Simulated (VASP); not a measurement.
OSZICAR of a VASP run on Au (fcc):

### OSZICAR
```
       N       E                     dE             d eps       ncg     rms          rms(c)
DAV:   1     0.421306148941E+02    0.42131E+02   -0.58595E+03  2336   0.109E+03
DAV:   2    -0.303434240378E+01   -0.45165E+02   -0.42554E+02  2242   0.199E+02
DAV:   3    -0.340042483385E+01   -0.36608E+00   -0.36412E+00  2547   0.188E+01
DAV:   4    -0.340144540924E+01   -0.10206E-02   -0.10205E-02  2443   0.103E+00
DAV:   5    -0.340145165630E+01   -0.62471E-05   -0.62474E-05  2495   0.775E-02    0.109E+01
DAV:   6    -0.315721671415E+01    0.24423E+00   -0.72496E-01  2200   0.853E+00    0.677E+00
DAV:   7    -0.313408665440E+01    0.23130E-01   -0.95498E-02  2296   0.306E+00    0.286E+00
DAV:   8    -0.313150347276E+01    0.25832E-02   -0.32763E-03  2308   0.606E-01    0.264E-01
DAV:   9    -0.313148999376E+01    0.13479E-04   -0.13539E-05  2354   0.424E-02    0.169E-02
DAV:  10    -0.313149524636E+01   -0.52526E-05   -0.21979E-06  2427   0.182E-02    0.155E-03
DAV:  11    -0.313149521459E+01    0.31764E-07   -0.41046E-08  1550   0.200E-03
   1 F= -.38403861E+01 E0= -.38402795E+01  d E =-.319677E-03
```

**Question.** Which electronic solver shows in the log?

**Answer.** It is blocked Davidson (ALGO = Normal, or the opening steps of other solvers). The INCAR had ALGO = Normal.

**Question.** Can the final energy be trusted as converged?

**Answer.** The calculation finished and met its thresholds. It stopped with EDIFF = 1E-7, NELM = 100 (PBE GGA with D4 dispersion, plane waves, VASP's PBE PAW potentials (set 64)).

The compound is Au in the fcc structure. This cell is one point of a volume scan, at 0.94 of the reference volume.
